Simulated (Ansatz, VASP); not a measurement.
# One calculation of MoI, two programs

```xyz
2
Lattice="0.0000 3.1789 3.1789 3.1789 0.0000 3.1789 3.1789 3.1789 0.0000" Properties=species:S:1:pos:R:3 pbc="T T T"
Mo    0.0000    0.0000    0.0000
I     4.7683    4.7683    4.7683
```

The cell was built by a generator and needn't be a form met in nature.

Alike in both runs: task band structure; functional BLYP; k mesh 7 × 7 × 7; occupations fermi-dirac, width 0.05 eV; no spin polarisation.

```csv
,VASP,Ansatz
version,VASP 6.6.1,Ansatz 0.2.0
potentials or method,"VASP PAW PBE potentials, release 64 (Mo_sv, I)",Ansatz PAW
plane-wave cutoff (eV),520,420
valence electrons in the cell,21,31
```

VASP gave:

```
gap on the k mesh at the Fermi level (eV) : none
pressure (GPa)                            : -3.3
```

Question: Estimate Ansatz's values.

Answer: gap on the k mesh at the Fermi level (eV): none; pressure (GPa): -3.4.

A gap of «none» marks a metal or a gap that the smearing closes. The functional is the same, so the differences come from potentials, cutoffs and numerics. The two sets of potentials don't hold the same shells in valence.

Caveats: spin-orbit coupling is left out, which moves the levels of the heavy elements; an odd number of electrons without spin polarisation forces a metal; a magnetic or distorted state may lie lower; the PAW data sets were made with another functional, which shifts forces and pressure a little (VASP); the PAW data sets come from PBE, with cores solved anew for the run's functional, which leaves a small shift of forces and pressure (Ansatz).
